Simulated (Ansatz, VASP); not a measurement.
# Cross-check of Rh (Rh wire along [110], 8 atoms a period) between VASP and Ansatz

Aim: how closely do two programs agree when they are given the same cell, functional and k mesh? Of the first pair: The structure shown is the start of the Ansatz relaxation below; VASP solves that cell, so the two are compared at the walk's first step.

Calculated with Ansatz 0.2.0; plane waves, with VASP 6.6.1 beside it; single point at PBE.

## (1) The structure

The cell holds 8 atoms: 8 Rh. Cell: a = 10.630 Å, b = 12.216 Å, c = 2.708 Å, α = 90.0°, β = 90.0°, γ = 90.0°. Vacuum lies along a and b. The structure's axis is c.

## (2) Ansatz: relaxation, PBE

Ansatz runs on its PAW soft_1 files.

The two programs are compared at the cell with which this relaxation starts, whose forces are those of its first step.

Contents of input.yaml:

```yaml
crystal:
  lattice:
    - [10.63, 0.0, 0.0]
    - [0.0, 12.216, 0.0]
    - [0.0, 0.0, 2.7082189719]
  atoms:
    - { symbol: Rh, position: [0.319849483, 0.27832351, 0.0] }
    - { symbol: Rh, position: [0.319849483, 0.500017925, 0.0] }
    - { symbol: Rh, position: [0.680150517, 0.27832351, 0.0] }
    - { symbol: Rh, position: [0.680150517, 0.500017925, 0.0] }
    - { symbol: Rh, position: [0.5, 0.389170718, 0.5] }
    - { symbol: Rh, position: [0.5, 0.610865132, 0.5] }
    - { symbol: Rh, position: [0.319849483, 0.72171234, 0.0] }
    - { symbol: Rh, position: [0.680150517, 0.72171234, 0.0] }
kpoints:
  mp_grid: { grid: [1, 1, 30] }
scf:
  occupations: { method: fermi_dirac, width: 0.05 }
hamiltonian:
  xc: pbe
  pseudopotentials: { kind: paw, azcp: { folder: soft_1 } }
relax:
  cell: { fix: [a, b, alpha, beta, gamma] }
  max_steps: 45
  f_tol: 0.03
```

On the command line:

```bash
> ansatz run input.yaml --threads 4 --pin off --max-ram 16384MiB --backend cpu --events-out ev --progress --plain --runs-dir out
```

Numbers of over 12 decimals in the logs are rounded to 6 here.

The program printed:

```text
Engine: ansatz 0.2.0, x86_64-unknown-linux-gnu
Pseudopotentials: kind: paw
Pseudopotential: Rh, paw, valence charge 17, recommended cutoff 420 eV (normal), soft_1/Rh.paw.azcp
Functional definition: PBE
  parameter kappa = 0.804
  parameter beta = 0.066725
  exchange = pbe_x(kappa = kappa, mu = beta*pi^2/3)
  correlation = pbe_c(beta = beta)
Crystal: 8 atoms, lattice volume = 351.679 Å³
Basis set: ecut = 420 eV, 6927 PW (Γ), exchange–correlation on 144×180×40 points (8 copies of the dense FFT grid, shifted against one another)
Bands: 82, of which v1, the nominal top of the filled ones, is band 68 counted from 1 (67 counted from 0)
Symmetry: 8 space group operations
Space group: Pmmm (ITA 47), of the structure as read, at distance tolerance 7.1e-5 Å
k-points: 16 of 30
Non-local potential: Rh, projectors of the file, l = 0: 3, l = 1: 2, l = 2: 2, l = 3: 1
PAW form: soft (Blöchl's): semilocal exchange-correlation on the pseudo side does not see the compensation charge
PAW one-centre angular grid: Rh, 590 points (default); XC on 64 Gauss nodes
Initial density: superposition of atomic densities (neutral atoms: chi_scale 0, normalization atom)
Initial wavefunctions: pseudopotential atomic-orbital guess
Functional: x = pbe(κ = 0.804, μ = 0.219515), c = pbe(β = 0.066725)
SCF iter   1: F=—  HF=-51215.705534 eV  |F-HF|=—  |Δ(HF+E_count)|=         —  Δρ=4.98e-2  dr2=1.28e1  ethr=3.10e-3  ⟨swp⟩=6.6  Hψ=4863  notcnv=0  defer=3
preconditioner: auto → LDOS  [metal: Δε(μ)=0.009 eV  Ē_g=4.362 eV  σ=0.050 eV  W_gap=0.04  n_scr=52 (ndim 8)  ℏωp=16.8 eV  f_vac=0.511  D(μ)=15.54/eV (n_scr^D=136)  β→1.0]
SCF iter   2: F=—  HF=-51217.623563 eV  |F-HF|=—  |Δ(HF+E_count)|=    1.92e0  Δρ=6.29e-2  dr2=2.37e1  ethr=3.10e-3  ⟨swp⟩=3.6  Hψ=3574  notcnv=0  defer=32
SCF iter   3: F=—  HF=-51212.392084 eV  |F-HF|=—  |Δ(HF+E_count)|=    5.23e0  Δρ=1.32e-2  dr2=9.06e-1  ethr=3.10e-3  ⟨swp⟩=2.9  Hψ=2950  notcnv=0  defer=30
SCF iter   4: F=—  HF=-51212.245612 eV  |F-HF|=—  |Δ(HF+E_count)|=   1.46e-1  Δρ=4.28e-3  dr2=5.87e-2  ethr=6.66e-4  ⟨swp⟩=2.1  Hψ=2185  notcnv=0  defer=30
SCF iter   5: F=—  HF=-51212.240814 eV  |F-HF|=—  |Δ(HF+E_count)|=   4.80e-3  Δρ=1.29e-3  dr2=5.67e-3  ethr=4.32e-5  ⟨swp⟩=2.1  Hψ=2094  notcnv=0  defer=27
SCF iter   6: F=—  HF=-51212.241014 eV  |F-HF|=—  |Δ(HF+E_count)|=   2.00e-4  Δρ=5.57e-4  dr2=1.69e-3  ethr=4.17e-6  ⟨swp⟩=2.0  Hψ=2008  notcnv=0  defer=27
SCF iter   7: F=—  HF=-51212.240889 eV  |F-HF|=—  |Δ(HF+E_count)|=   1.25e-4  Δρ=2.01e-4  dr2=2.15e-4  ethr=1.24e-6  ⟨swp⟩=2.0  Hψ=1859  notcnv=0  defer=27
SCF iter   8: F=—  HF=-51212.240881 eV  |F-HF|=—  |Δ(HF+E_count)|=   7.73e-6  Δρ=7.45e-5  dr2=1.72e-5  ethr=1.58e-7  ⟨swp⟩=2.0  Hψ=1856  notcnv=0  defer=27
SCF iter   9: F=—  HF=-51212.241132 eV  |F-HF|=—  |Δ(HF+E_count)|=   2.51e-4  Δρ=3.32e-5  dr2=6.02e-6  ethr=1.26e-8  ⟨swp⟩=2.4  Hψ=1981  notcnv=0  defer=27
SCF iter  10: F=—  HF=-51212.241133 eV  |F-HF|=—  |Δ(HF+E_count)|=   8.68e-7  Δρ=1.12e-5  dr2=5.04e-7  ethr=4.43e-9  ⟨swp⟩=2.0  Hψ=1861  notcnv=0  defer=27
SCF iter  11: F=—  HF=-51212.241133 eV  |F-HF|=—  |Δ(HF+E_count)|=   1.35e-7  Δρ=5.57e-6  dr2=2.62e-7  ethr=7.35e-11  ⟨swp⟩=5.0  Hψ=4622  notcnv=0
SCF iter  12: F=-51212.241133 eV  HF=-51212.241133 eV  |F-HF|=1.31e-8  |Δ(HF+E_count)|=   3.51e-9  Δρ=2.34e-6  dr2=2.57e-8  ethr=7.35e-11  ⟨swp⟩=3.0  Hψ=4199  notcnv=0
SCF 1 converged in 12 iterations: F = -51212.241133 eV  dr2 = 2.57e-8
  greatest PAW one-centre occupation: 1.000 electrons in one spin orbital (limit 2), on the Rh atom at site 5 (counted from 0), in its partial waves of l = 0
relax step   1: F+E_penalty+E_count = -51212.24113298 eV  Δ(F+E_penalty+E_count) = +0.000e0 eV  max|allowed force component| = 1.484e0 eV/Å  Δτ_max = 0.0000 Å  P = -5.887 GPa  Ω = 351.679 Å³  fix = [a, b, alpha, beta, gamma]  reactions: a -3.606, b -6.140 GPa  (12 SCF iters, dr2 threshold 1.00e-7 eV, accepted)
[...]
relax step   5: F+E_penalty+E_count = -51213.48162577 eV  Δ(F+E_penalty+E_count) = -3.095e-3 eV  max|allowed force component| = 1.698e-1 eV/Å  Δτ_max = 0.0342 Å  P = +0.321 GPa  Ω = 337.399 Å³  energy of the carried Pulay correction = +2.621e-3 eV  fix = [a, b, alpha, beta, gamma]  reactions: a +0.146, b +0.724 GPa  (7 SCF iters, dr2 threshold 8.00e-7 eV, accepted)
[...]
relax step   6: F+E_penalty+E_count = -51213.48775034 eV  Δ(F+E_penalty+E_count) = -6.125e-3 eV  max|allowed force component| = 2.336e-2 eV/Å  Δτ_max = 0.0291 Å  P = -0.058 GPa  Ω = 337.441 Å³  energy of the carried Pulay correction = +2.613e-3 eV  fix = [a, b, alpha, beta, gamma]  reactions: a -0.046, b -0.020 GPa  (7 SCF iters, dr2 threshold 8.00e-7 eV, accepted)
[...]
relax step   7: F+E_penalty+E_count = -51213.48800292 eV  Δ(F+E_penalty+E_count) = -2.526e-4 eV  max|allowed force component| = 1.409e-2 eV/Å  Δτ_max = 0.0044 Å  P = +0.008 GPa  Ω = 337.139 Å³  energy of the carried Pulay correction = +2.669e-3 eV  fix = [a, b, alpha, beta, gamma]  reactions: a -0.063, b +0.069 GPa  (7 SCF iters, dr2 threshold 2.95e-8 eV, accepted)
[...]
relax step   8: F+E_penalty+E_count = -51213.48439272 eV  Δ(F+E_penalty+E_count) = +3.610e-3 eV  max|allowed force component| = 1.358e-2 eV/Å  Δτ_max = 0.0000 Å  P = +0.022 GPa  Ω = 337.139 Å³  fix = [a, b, alpha, beta, gamma]  reactions: a -0.053, b +0.082 GPa  stress off target by 3.57e-2 GPa on what of the cell is left free  SCF on the basis re-selected at this cell (its energy is not comparable with the rows above)  (7 SCF iters)
basis re-selected at this cell: Δ(F+E_penalty+E_count) = +3.610e-3 eV, ΔP = +0.013 GPa vs the last step (what re-selecting the basis moved, of the pressure what is left beyond the Pulay correction that the steps carried, after the strain that the cell walked since its last selection, with what the two solves' SCF thresholds leave and, on support functions, any second-order correction that the steps lacked; it is no measure of the basis error at this ecutwfc). The dense FFT grid was sized anew with the basis: this SCF ran on 72×90×18 points, the steps before it on 72×90×20, so part of this shift can come from that change (see relax.cell in the input reference). [rest of the remark cut]
SCF converged after 7 iterations
Free energy (F): -51213.484393 eV
Harris-Foulkes:  -51213.484393 eV  (|F-HF|=5.82e-11)
Internal energy: -51213.361855 eV  (E = F + TS)
E sigma→0 (E₀):  -51213.423124 eV
Entropy (-TS):   -0.122537 eV (-15.317 meV/atom)
Fermi energy:    4.262590 eV
--- Per-component energies (eV) ---
  E_band       = -3070.296736
  E_kinetic    = 4293.064594
  E_local      = -63999.091703  (includes V_loc(G=0)·N_el)
  E_nonlocal   = 2403.934015
  E_hartree    = 29281.378452
  E_xc         = -1601.835690
  E_vxc        = -2008.114023  (∫ρ·V_xc dr)
  E_paw        = -28833.962398  (= ΣΔE_a)
  E_vpaw       = -2322.848207  (= ΣTr[D̂ρ^β])
  E_aug_tail   = 0.000579  (compensation charges beyond the density's cutoff)
  E_ewald      = 7243.150295
  E_smearing   = -0.122537  (= −TS)
  E_closure    = 0.000000  (closes the sum)
  Σ components = -51213.484393   (vs F -51213.484393, Δ=0.00e0)
--- Forces (eV/Å), atoms counted from 1 ---
  atom   1  Rh    -0.00244186    -0.00443721     0.00000000
  atom   2  Rh     0.01357690     0.00000000     0.00000000
  atom   3  Rh     0.00244186    -0.00443721     0.00000000
  atom   4  Rh    -0.01357690     0.00000000     0.00000000
  atom   5  Rh     0.00000000     0.01130347     0.00000000
  atom   6  Rh     0.00000000    -0.01130347     0.00000000
  atom   7  Rh    -0.00244186     0.00443721     0.00000000
  atom   8  Rh     0.00244186     0.00443721     0.00000000
  max |Σ_I F_I| component: 3.90e-18 eV/Å
--- Stress (GPa, compression-positive) ---
       -0.052513       0.000000       0.000000
        0.000000       0.081706       0.000000
        0.000000       0.000000       0.035745
  P = ⅓ Tr σ = 0.0216 GPa (0.216 kbar)
--- Relaxed structure (7 steps of the walk, 7 accepted, 1 SCFs on fresh bases) ---
  F+E_penalty+E_count = -51213.48439272 eV   max|allowed force component| = 1.358e-2 eV/Å   (the final SCF, on the basis selected at the relaxed cell)
  cell:  # Å, volume = 337.1389 Å³
    - [10.63, 0.0, 0.0]
    - [0.0, 12.216, 0.0]
    - [0.0, 0.0, 2.596251]
  atoms:
    - { symbol: Rh, position: [0.307002, 0.301066, 0.0] }
    - { symbol: Rh, position: [0.327778, 0.500017925, 0.0] }
    - { symbol: Rh, position: [0.692998, 0.301066, 0.0] }
    - { symbol: Rh, position: [0.672222, 0.500017925, 0.0] }
    - { symbol: Rh, position: [0.500000, 0.378875, 0.500000] }
    - { symbol: Rh, position: [0.500000, 0.621161, 0.500000] }
    - { symbol: Rh, position: [0.307002, 0.698969, 0.0] }
    - { symbol: Rh, position: [0.692998, 0.698969, 0.0] }
```

## (3) VASP: single point, PBE, start cell, pair 1

The same cell, functional, mesh and smearing now go to VASP, with its own data sets.

Lines of VASP's logs that name or quote its potential files are left out, and so is its time.

Contents of INCAR:

```
SYSTEM = Rh
PREC = Accurate
ENCUT = 400
EDIFF = 1E-06
NELM = 120
ISMEAR = -1
SIGMA = 0.05
LREAL = .FALSE.
ALGO = Normal
GGA = PE
NBANDS = 74
LASPH = .TRUE.
LORBIT = 11
LWAVE = .FALSE.
LCHARG = .FALSE.
ISIF = 2
GGA_COMPAT = .FALSE.
KPAR = 2
```

Contents of POSCAR:

```
Rh
1.0
   10.6300000000      0.0000000000      0.0000000000
    0.0000000000     12.2160000000      0.0000000000
    0.0000000000      0.0000000000      2.7082190000
Rh
8
Direct
    0.3198494826      0.2783235102      0.0000000000
    0.3198494826      0.5000179274      0.0000000000
    0.6801505174      0.2783235102      0.0000000000
    0.6801505174      0.5000179274      0.0000000000
    0.5000000000      0.3891707188      0.5000000000
    0.5000000000      0.6108651360      0.5000000000
    0.3198494826      0.7217123445      0.0000000000
    0.6801505174      0.7217123445      0.0000000000
```

Contents of KPOINTS:

```
Automatic mesh
0
Gamma
1 1 30
0 0 0
```

The projector-augmented-wave data sets are Rh_pv (PBE family, release 64).

On the command line:

```bash
> mpirun -np 2 vasp_std
```

The program printed:

```text
[banner, memory and clock lines left out]
running    2 mpi-ranks, on    1 nodes
 distrk:  each k-point on    1 cores,    2 groups
 distr:  one band on    1 cores,    1 groups

 POSCAR found type information on POSCAR Rh
 POSCAR found :  1 types and       8 ions
 LDA part: xc-table for (Slater+PW92), standard interpolation
 POSCAR, INCAR and KPOINTS ok, starting setup
 FFT: planning ... GRIDC
 FFT: planning ... GRID_SOFT
 FFT: planning ... GRID
 WAVECAR not read
 entering main loop
       N       E                     dE             d eps       ncg     rms          rms(c)
DAV:   1     0.100451354397E+04    0.10045E+04   -0.67520E+04  3080   0.125E+03
DAV:   2    -0.151159108098E+02   -0.10196E+04   -0.98985E+03  2618   0.399E+02
DAV:   3    -0.494609673986E+02   -0.34345E+02   -0.31781E+02  2698   0.712E+01
DAV:   4    -0.503772452373E+02   -0.91628E+00   -0.89942E+00  2668   0.101E+01
DAV:   5    -0.504043610280E+02   -0.27116E-01   -0.27043E-01  2840   0.171E+00    0.178E+01
DAV:   6    -0.472836979053E+02    0.31207E+01   -0.93871E+00  2504   0.147E+01    0.683E+00
DAV:   7    -0.477480746019E+02   -0.46438E+00   -0.39613E+00  2600   0.893E+00    0.994E+00
DAV:   8    -0.470560890420E+02    0.69199E+00   -0.46227E+00  2522   0.124E+01    0.513E+00
DAV:   9    -0.472590725145E+02   -0.20298E+00   -0.97122E-01  2692   0.538E+00    0.713E+00
DAV:  10    -0.468940720013E+02    0.36500E+00   -0.13964E+00  2718   0.611E+00    0.210E+00
DAV:  11    -0.468595770413E+02    0.34495E-01   -0.58609E-02  2482   0.138E+00    0.630E-01
DAV:  12    -0.468562564565E+02    0.33206E-02   -0.95927E-03  2648   0.555E-01    0.303E-01
DAV:  13    -0.468564117328E+02   -0.15528E-03   -0.38358E-03  2494   0.266E-01    0.143E-01
DAV:  14    -0.468580990108E+02   -0.16873E-02   -0.12900E-03  2580   0.136E-01    0.786E-02
DAV:  15    -0.468597306606E+02   -0.16316E-02   -0.37493E-04  2470   0.761E-02    0.293E-02
DAV:  16    -0.468603887704E+02   -0.65811E-03   -0.93561E-05  2294   0.295E-02    0.132E-02
DAV:  17    -0.468603952517E+02   -0.64813E-05   -0.14970E-05  2160   0.148E-02    0.646E-03
DAV:  18    -0.468604024835E+02   -0.72318E-05   -0.79826E-06  2046   0.752E-03    0.302E-03
DAV:  19    -0.468604010786E+02    0.14049E-05   -0.78303E-07  1742   0.350E-03    0.156E-03
DAV:  20    -0.468604010669E+02    0.11791E-07   -0.22768E-07  1410   0.175E-03
   1 F= -.46860401E+02 E0= -.46781763E+02  d E =-.157276E+00
```

OUTCAR, selected parts (step 3):

```text
ion  position               nearest neighbor table
   1  0.320  0.278  0.000-   5 2.71   5 2.71   2 2.71
   2  0.320  0.500  0.000-   5 2.71   6 2.71   5 2.71   6 2.71   7 2.71   1 2.71
   3  0.680  0.278  0.000-   5 2.71   5 2.71   4 2.71
   4  0.680  0.500  0.000-   5 2.71   6 2.71   5 2.71   6 2.71   8 2.71   3 2.71
   5  0.500  0.389  0.500-   1 2.71   2 2.71   3 2.71   4 2.71   1 2.71   2 2.71   3 2.71   4 2.71
                             6 2.71
   6  0.500  0.611  0.500-   7 2.71   8 2.71   7 2.71   8 2.71   2 2.71   4 2.71   2 2.71   4 2.71
                             5 2.71
   7  0.320  0.722  0.000-   6 2.71   6 2.71   2 2.71
   8  0.680  0.722  0.000-   6 2.71   6 2.71   4 2.71

  LATTYP: Found a simple orthorhombic cell.
 ALAT       =     2.7082190000
 B/A-ratio  =     3.9250887761
 C/A-ratio  =     4.5107134984

 Subroutine GETGRP returns: Found  8 space group operations
 (whereof  4 operations were pure point group operations)

The static configuration has the point symmetry C_2v.
 The point group associated with its full space group is D_2h.

 Found     16 irreducible k-points:

   k-points           NKPTS =     16   k-points in BZ     NKDIM =     16   number of bands    NBANDS=     74

   dimension x,y,z NGX =    70 NGY =   80 NGZ =   18
   dimension x,y,z NGXF=   140 NGYF=  160 NGZF=   36

   ENCUT  =  400.0 eV  29.40 Ry    5.42 a.u.  17.33 19.92  4.42*2*pi/ulx,y,z

   NELECT =     120.0000    total number of electrons

 k-points in reciprocal lattice and weights: Automatic mesh
   0.00000000  0.00000000  0.00000000       0.033
   0.00000000  0.00000000  0.03333333       0.067
   0.00000000  0.00000000  0.06666667       0.067
   0.00000000  0.00000000  0.10000000       0.067
   0.00000000  0.00000000  0.13333333       0.067
   0.00000000  0.00000000  0.16666667       0.067
   0.00000000  0.00000000  0.20000000       0.067
   0.00000000  0.00000000  0.23333333       0.067
   0.00000000  0.00000000  0.26666667       0.067
[...]
0.00000000  0.00000000  0.46666667       0.067
   0.00000000  0.00000000  0.50000000       0.033

 average (electrostatic) potential at core
       1 -80.9852       2 -81.5397       3 -80.9852       4 -81.5397       5 -82.0364
       6 -82.0364       7 -80.9852       8 -80.9852

 E-fermi :   0.5459

 k-point     1 :       0.0000    0.0000    0.0000
  band No.  band energies     occupation
    ...
     55       0.2396      1.99564
     56       0.3092      1.98257
     57       0.3171      1.97958
     58       0.3411      1.96724
     59       0.5114      1.33144
     60       0.6069      0.45529
     61       0.7028      0.08302
     62       0.7413      0.03936
     63       0.8629      0.00352
     64       0.8798      0.00251
    ...

 k-point     2 :       0.0000    0.0000    0.0333
  band No.  band energies     occupation
    ...
     56       0.2494      1.99470
     57       0.3306      1.97334
     58       0.3427      1.96621
     59       0.5264      1.19201
     60       0.5596      0.86361
     61       0.7001      0.08753
     62       0.7520      0.03189
     63       0.8392      0.00565
     64       0.9010      0.00164
     65       0.9379      0.00079
    ...

 k-point     3 :       0.0000    0.0000    0.0667
  band No.  band energies     occupation
    ...
     56       0.1432      1.99936
     57       0.3117      1.98165
     58       0.3548      1.95716
     59       0.4459      1.76120
     60       0.4780      1.59053
     61       0.6924      0.10132
     62       0.7153      0.06527
     63       0.7732      0.02099
     64       0.9015      0.00163
     65       0.9733      0.00039
    ...

  Total       -8.8734106    -14.4818883    -18.3283895      0.0000000      0.0000000      0.0000000
  in kB      -40.4254714    -65.9765658    -83.5004504      0.0000000      0.0000000      0.0000000
  external PRESSURE =     -63.3008292 kB  Pullay stress =       0.0000000 kB

  energy-cutoff  :      400.00
  volume of cell :      351.68
      direct lattice vectors                 reciprocal lattice vectors
    10.630000000  0.000000000  0.000000000     0.094073377  0.000000000  0.000000000
     0.000000000 12.216000000  0.000000000     0.000000000  0.081859856  0.000000000
     0.000000000  0.000000000  2.708219000     0.000000000  0.000000000  0.369246357

 POSITION                                       TOTAL-FORCE (eV/Angst)
 -----------------------------------------------------------------------------------
      3.40000      3.40000      0.00000         0.800188      1.484831     -0.000000
      3.40000      6.10822      0.00000         0.485544     -0.000000      0.000000
      7.23000      3.40000      0.00000        -0.800188      1.484831      0.000000
      7.23000      6.10822      0.00000        -0.485544     -0.000000      0.000000
      5.31500      4.75411      1.35411         0.000000     -0.857846      0.000000
      5.31500      7.46233      1.35411         0.000000      0.857846      0.000000
      3.40000      8.81644      0.00000         0.800188     -1.484831     -0.000000
      7.23000      8.81644      0.00000        -0.800188     -1.484831      0.000000
 -----------------------------------------------------------------------------------
    total drift:                               -0.000000      0.000004      0.000000

  FREE ENERGIE OF THE ION-ELECTRON SYSTEM (eV)
  ---------------------------------------------------
  free  energy   TOTEN  =       -46.8604010669 eV

  energy  without entropy=      -46.7031251794  energy(sigma->0) =      -46.78176312

 total charge
# of ion       s       p       d       tot
------------------------------------------
    1        0.335   6.088   7.165  13.588
    2        0.363   6.177   7.072  13.613
    3        0.335   6.088   7.165  13.588
    4        0.363   6.177   7.072  13.613
    5        0.390   6.263   7.001  13.653
    6        0.390   6.263   7.001  13.653
    7        0.335   6.088   7.165  13.588
    8        0.335   6.088   7.165  13.588
--------------------------------------------------
tot          2.847  49.232  56.805 108.884

[... 3 further parts left out ...]
```

## (4) Differences

Known differences besides the potentials themselves: the data sets hold 136 valence electrons in Ansatz (on its PAW soft_1 files) and 120 in VASP; the cutoff is 420 eV in Ansatz and 400 eV in VASP. Total energies have different zeros and are not compared.

Forces (eV/Å; atoms numbered as in POSCAR):

```tsv
atom	Ansatz x, y, z	VASP x, y, z
Rh1	0.802, 1.484, 0.000	0.800, 1.485, 0.000
Rh2	0.489, 0.000, 0.000	0.486, 0.000, 0.000
Rh3	-0.802, 1.484, 0.000	-0.800, 1.485, 0.000
Rh4	-0.489, 0.000, 0.000	-0.486, 0.000, 0.000
Rh5	0.000, -0.857, 0.000	0.000, -0.858, 0.000
Rh6	0.000, 0.857, 0.000	0.000, 0.858, 0.000
Rh7	0.802, -1.484, 0.000	0.800, -1.485, 0.000
Rh8	-0.802, -1.484, 0.000	-0.800, -1.485, 0.000
```

The forces differ by 1.2 meV/Å r.m.s., which is 0.2 % of the r.m.s. force of 0.745 eV/Å (both taken over all components).

(Continued in part 2 of 2.)

[Lines on the potential files, build, host, timing and source positions are cut from VASP's logs without a mark.]

[Logs are printed without paths, hosts, clocks, repeated set-up lines and the standing remarks that a program may print on its own settings, such as how far it seeks lower states.]

[Hosts, paths, dates, database ids (printed as entryN), source tags and the programs' standing remarks are cut or masked in the printed files.]
